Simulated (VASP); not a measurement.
All values below come from PBE GGA with D4 dispersion, VASP's PBE PAW potentials (set 64) (plane waves; VASP).

The input files of a VASP run:

POSCAR:
```
Ni3Fe
1
    3.5101394249    -0.0000000000     0.0000000000
   -0.0000000000     3.5101394249     0.0000000000
   -0.0000000000    -0.0000000000     3.5101394249
Fe Ni
1 3
Direct
  0.0000000000   0.0000000000   0.0000000000
  0.0000000000   0.5000000000   0.5000000000
  0.5000000000   0.0000000000   0.5000000000
  0.5000000000   0.5000000000   0.0000000000
```

KPOINTS:
```
Automatic mesh
0
Gamma
8 8 8
0 0 0
```

**INCAR**
```
SYSTEM = Ni3Fe
PREC = Accurate; ENCUT = 520; LREAL = .False.
LASPH = .True.
EDIFF = 1E-6; NELM = 100; ALGO = Normal
LMAXMIX = 4
ISMEAR = 1; SIGMA = 0.1
GGA = PE; IVDW = 13
MAGMOM = 3.0 0.7 0.7 0.7
ISPIN = 2
IBRION = 2; NSW = 60; ISIF = 3
EDIFFG = -0.02
LWAVE = .False.; LCHARG = .False.; LORBIT = 10
```

POTCAR, in this order: Fe Ni (PBE.64 set). Program: vasp_std.

### Question
What does the run give for the energy per atom (σ→0), cell moment, dispersion energy, band gap (on the k-mesh)?

### Answer

The energy per atom (σ→0) comes out as -6.677 eV/atom and the cell moment is 4.72 μB. The dispersion energy comes out as -1.738 eV and the band gap (on the k-mesh) comes out as none (metal, semimetal or under 0.01 eV).

**OSZICAR**
```
...
DAV:  10    -0.249697771969E+02    0.30198E-01   -0.98134E-02  4994   0.778E+00    0.148E+00
DAV:  11    -0.249690791425E+02    0.69805E-03   -0.30610E-02  5442   0.209E+00    0.105E+00
DAV:  12    -0.249712536163E+02   -0.21745E-02   -0.59542E-03  4348   0.201E+00    0.260E-01
DAV:  13    -0.249714228579E+02   -0.16924E-03   -0.16939E-03  5146   0.571E-01    0.713E-02
DAV:  14    -0.249714679884E+02   -0.45131E-04   -0.15754E-04  4322   0.134E-01    0.823E-02
DAV:  15    -0.249714588554E+02    0.91330E-05   -0.49138E-05  4558   0.196E-01    0.172E-02
DAV:  16    -0.249714590220E+02   -0.16660E-06   -0.90817E-06  4102   0.437E-02
   1 F= -.26709201E+02 E0= -.26709181E+02  d E =-.267092E+02  mag=     4.7245
```

The compound is Ni3Fe in the L1_2 structure. It was relaxed first. The start is the result of an earlier pass.
